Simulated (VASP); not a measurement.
A convergence study with VASP on Pd (fcc): one setting is varied, all else stays as given below, so the limit is that of these other settings. The cell's lengths are 1 % over those of the tabulated start, so it is off equilibrium.

```xyz
1
Lattice="0.0000 1.9645 1.9645 1.9645 0.0000 1.9645 1.9645 1.9645 0.0000" Properties=species:S:1:pos:R:3 pbc="T T T"
Pd     0.0000     0.0000     0.0000
```

All values below come from PBE GGA, VASP's PBE PAW potentials (set 64) (plane waves; VASP). The tightest run used: 1000 eV cut-off, 18×18×18 Γ-centred mesh, first-order Methfessel-Paxton smearing of 0.10 eV, potentials Pd.

The settings run are ENCUT = 150; ENCUT = 200; ENCUT = 250; ENCUT = 300; ENCUT = 350; ENCUT = 400; ENCUT = 450; ENCUT = 500; ENCUT = 550; ENCUT = 600; ENCUT = 650; ENCUT = 700; ENCUT = 750; ENCUT = 800; ENCUT = 850; ENCUT = 1000. From which on does the energy per atom stay within 0.002 eV/atom of the tightest run?

From ENCUT = 350 on: it is off by 0.0003 there and by no more than 0.002 in any finer run, while ENCUT = 300 is off by 0.0052.
```csv
setting,E (eV/atom),pressure (GPa),plane waves,difference judged (eV/atom)
ENCUT = 150,-3.9589,-353.16,70,1.2598
ENCUT = 200,-5.0652,-57.97,113,0.1534
ENCUT = 250,-5.2164,-2.27,144,0.0022
ENCUT = 300,-5.2239,1.27,190,0.0052
ENCUT = 350,-5.2190,0.42,238,0.0003
ENCUT = 400,-5.2187,0.97,291,0.0001
ENCUT = 450,-5.2188,1.43,342,0.0002
ENCUT = 500,-5.2189,1.42,397,0.0002
ENCUT = 550,-5.2189,1.31,459,0.0003
ENCUT = 600,-5.2191,1.32,531,0.0005
ENCUT = 650,-5.2192,1.39,588,0.0005
ENCUT = 700,-5.2192,1.42,650,0.0006
ENCUT = 750,-5.2192,1.41,725,0.0006
ENCUT = 800,-5.2191,1.42,794,0.0004
ENCUT = 850,-5.2188,1.42,881,0.0002
ENCUT = 1000,-5.2186,1.42,1113,0.0000
```

Left out are rungs that failed or repeat a setting and relaxations that didn't move; long series are thinned to 24 rows.

The compound is Pd in the fcc structure. The cell was not relaxed at this level.
